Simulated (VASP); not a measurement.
A run of VASP 6.6.1:

File INCAR:

```
SYSTEM = Be2ZnO3
ALGO = Normal
EDIFF = 1E-6
EDIFFG = -0.01
ENCUT = 520
GGA = PE
IBRION = 2
ISIF = 3
ISMEAR = 0
KPAR = 2
LASPH = .True.
LCHARG = .False.
LREAL = .False.
LWAVE = .False.
NELM = 120
NSW = 90
PREC = Accurate
SIGMA = 0.03
```

Contents of KPOINTS:

```
k-points
0
Gamma
  10 10 4
  0 0 0
```

File POSCAR:

```
Be2ZnO3
1.0
    2.8752016400      0.0000000000      0.0000000000
   -1.4376008200      2.4899976600      0.0000000000
    0.0000000000      0.0000000000      7.2650000000
Be Zn O
2 1 3
Direct
    0.3333333300      0.6666666700      0.3615967000
    0.6666666700      0.3333333300      0.6609772900
    0.0000000000      0.0000000000      0.0158293200
    0.3333333300      0.6666666700      0.5843083300
    0.6666666700      0.3333333300      0.8805230600
    0.0000000000      0.0000000000      0.2868547800
```

Potentials or basis: VASP PAW PBE potentials, release 64 (Be, Zn, O).

The run is started by

```sh
$ cat potpaw_PBE.64/Be/POTCAR potpaw_PBE.64/Zn/POTCAR potpaw_PBE.64/O/POTCAR > POTCAR
$ mpirun -np 2 vasp_std > vasp.out
```

Hardware: 2 MPI ranks on Intel(R) Xeon(R) 6975P-C (Granite Rapids) (shared host).

Task: How long does it take, and how much memory?

Result: It took 33 s on 2 MPI ranks on Intel(R) Xeon(R) 6975P-C (Granite Rapids), on a shared host, peak memory 0.2 GiB a rank. Counts: scf iterations 34, k points 50, ion steps 5.
